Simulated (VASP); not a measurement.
Calculation: PBE GGA, VASP's PBE PAW potentials (set 64) (plane waves; VASP 6.6.1).

VASP ran on this input.

KPOINTS:
```
Automatic mesh
0
Gamma
6 6 6
0 0 0
```

File POSCAR:
```
NaI
1
    0.0000000000     3.2566474709     3.2566474709
    3.2566474709     0.0000000000     3.2566474709
    3.2566474709     3.2566474709     0.0000000000
Na I
1 1
Direct
  0.0000000000   0.0000000000   0.0000000000
  0.5000000000   0.5000000000   0.5000000000
```

### INCAR
```
ALGO=Normal
EDIFF=1E-8
EDIFFG=-0.001
ENCUT=400
GGA=PE
IBRION=1
ISIF=2
ISMEAR=0
LASPH=T
LCHARG=F
LMAXMIX=4
LREAL=F
LWAVE=F
NELM=100
NSW=30
PREC=Accurate
SIGMA=0.05
SYSTEM=NaI
```

POTCAR, in this order: Na_pv I (PBE.64 set). Program: vasp_std.

The resulting files:

OUTCAR:
```
 ion  position               nearest neighbor table
   1  0.000  0.000  0.000-
   2  0.500  0.500  0.500-
  LATTYP: Found a face centered cubic cell.
 ALAT       =     6.5132949418
 Subroutine PRICEL returns:
 Original cell was already a primitive cell.
 Subroutine GETGRP returns: Found 48 space group operations
The static configuration has the point symmetry O_h .
The dynamic configuration has the point symmetry O_h .
 Subroutine INISYM returns: Found 48 space group operations
 Subroutine IBZKPT returns following result:
 Found     16 irreducible k-points:

 Following reciprocal coordinates:
            Coordinates               Weight
  0.000000  0.000000  0.000000      1.000000
  0.166667  0.000000  0.000000      8.000000
  0.333333  0.000000  0.000000      8.000000
  0.500000  0.000000  0.000000      4.000000
  0.166667  0.166667  0.000000      6.000000
  0.333333  0.166667  0.000000     24.000000
  0.500000  0.166667  0.000000     24.000000
 -0.333333  0.166667  0.000000     24.000000
 -0.166667  0.166667  0.000000     12.000000
...
```

File OSZICAR:
```
       N       E                     dE             d eps       ncg     rms          rms(c)
DAV:   1     0.685211619376E+02    0.68521E+02   -0.59916E+03   360   0.923E+02
DAV:   2    -0.276104423862E+00   -0.68797E+02   -0.64664E+02   382   0.210E+02
DAV:   3    -0.532907281977E+01   -0.50530E+01   -0.50311E+01   436   0.601E+01
DAV:   4    -0.545442483201E+01   -0.12535E+00   -0.12531E+00   421   0.104E+01
DAV:   5    -0.545767245794E+01   -0.32476E-02   -0.32476E-02   423   0.160E+00    0.162E+00
DAV:   6    -0.539400639610E+01    0.63666E-01   -0.90511E-02   403   0.199E+00    0.112E+00
DAV:   7    -0.538478489356E+01    0.92215E-02   -0.74845E-02   406   0.166E+00    0.592E-01
DAV:   8    -0.538693558224E+01   -0.21507E-02   -0.52906E-03   358   0.700E-01    0.148E-01
DAV:   9    -0.538690444039E+01    0.31142E-04   -0.13162E-04   400   0.125E-01    0.427E-02
DAV:  10    -0.538692304298E+01   -0.18603E-04   -0.40645E-05   397   0.767E-02    0.616E-03
DAV:  11    -0.538692400180E+01   -0.95882E-06   -0.39509E-06   373   0.220E-02    0.192E-03
DAV:  12    -0.538692433156E+01   -0.32976E-06   -0.47103E-07   400   0.624E-03    0.873E-04
DAV:  13    -0.538692434782E+01   -0.16256E-07   -0.13765E-08   392   0.860E-04    0.428E-04
DAV:  14    -0.538692432927E+01    0.18554E-07   -0.12302E-08   364   0.690E-04    0.240E-04
DAV:  15    -0.538692434085E+01   -0.11589E-07   -0.95701E-10   191   0.223E-04    0.343E-05
DAV:  16    -0.538692434191E+01   -0.10536E-08   -0.94967E-11   185   0.886E-05
   1 F= -.53869243E+01 E0= -.53869243E+01  d E =-.538692E+01
```

OUTCAR:
```
------------------------ aborting loop because EDIFF is reached ----------------------------------------
  FORCE on cell =-STRESS in cart. coord.  units (eV):
  Direction    XX          YY          ZZ          XY          YZ          ZX
  --------------------------------------------------------------------------------------
  Total        0.0088967      0.0088967      0.0088967      0.0000000      0.0000000      0.0000000
  in kB        0.2063463      0.2063463      0.2063463      0.0000000      0.0000000      0.0000000
  external PRESSURE =       0.2063463 kB  Pullay stress =       0.0000000 kB
  volume of cell :       69.08
      direct lattice vectors                 reciprocal lattice vectors
     0.000000000  3.256647471  3.256647471    -0.153532123  0.153532123  0.153532123
     3.256647471  0.000000000  3.256647471     0.153532123 -0.153532123  0.153532123
     3.256647471  3.256647471  0.000000000     0.153532123  0.153532123 -0.153532123
  FREE ENERGIE OF THE ION-ELECTRON SYSTEM (eV)
  ---------------------------------------------------
  free  energy   TOTEN  =        -5.3869243419 eV

  energy  without entropy=       -5.3869243419  energy(sigma->0) =       -5.38692434

 reached required accuracy - stopping structural energy minimisation
```
(Selected blocks of OUTCAR.)

### OUTCAR
```
 val. band max:        0.6781018732   @ k =   0.0000   0.0000   0.0000

 cond. band min:       4.2687317440   @ k =   0.0000   0.0000   0.0000


 Fermi energy:         0.9712853455

 k-point     1 :       0.0000    0.0000    0.0000
  band No.  band energies     occupation
      1     -21.7803      2.00000
      2     -21.7803      2.00000
      3     -21.7803      2.00000
      4     -10.2923      2.00000
      5       0.6781      2.00000
      6       0.6781      2.00000
      7       0.6781      2.00000
      8       4.2687      0.00000
      9       8.6063      0.00000
     10       8.6063      0.00000
     11       8.6063      0.00000

 k-point     2 :       0.1667    0.0000    0.0000
  band No.  band energies     occupation
      1     -21.7818      2.00000
      2     -21.7805      2.00000
      3     -21.7805      2.00000
      4     -10.2223      2.00000
      5      -0.0328      2.00000
      6       0.6061      2.00000
      7       0.6061      2.00000
      8       5.0696      0.00000
      9       8.1170      0.00000
     10       8.7866      0.00000
     11       8.7866      0.00000

 k-point     3 :       0.3333    0.0000    0.0000
  band No.  band energies     occupation
      1     -21.7840      2.00000
      2     -21.7807      2.00000
      3     -21.7807      2.00000
      4     -10.0744      2.00000
      5      -1.0311      2.00000
      6       0.4713      2.00000
      7       0.4713      2.00000
      8       5.7560      0.00000
      9       8.3599      0.00000
     10       8.3599      0.00000
     11       8.5816      0.00000

 k-point     4 :       0.5000    0.0000    0.0000
  band No.  band energies     occupation
      1     -21.7850      2.00000
      2     -21.7808      2.00000
      3     -21.7808      2.00000
      4      -9.9960      2.00000
      5      -1.4368      2.00000
      6       0.4080      2.00000
      7       0.4080      2.00000
      8       5.7655      0.00000
      9       8.1047      0.00000
...
```

Unless said otherwise, spin-orbit coupling is left out, though it shifts the bands of the heavy elements here.

The compound is NaI in the rock salt structure. It was relaxed first. The start is the result of an earlier pass.
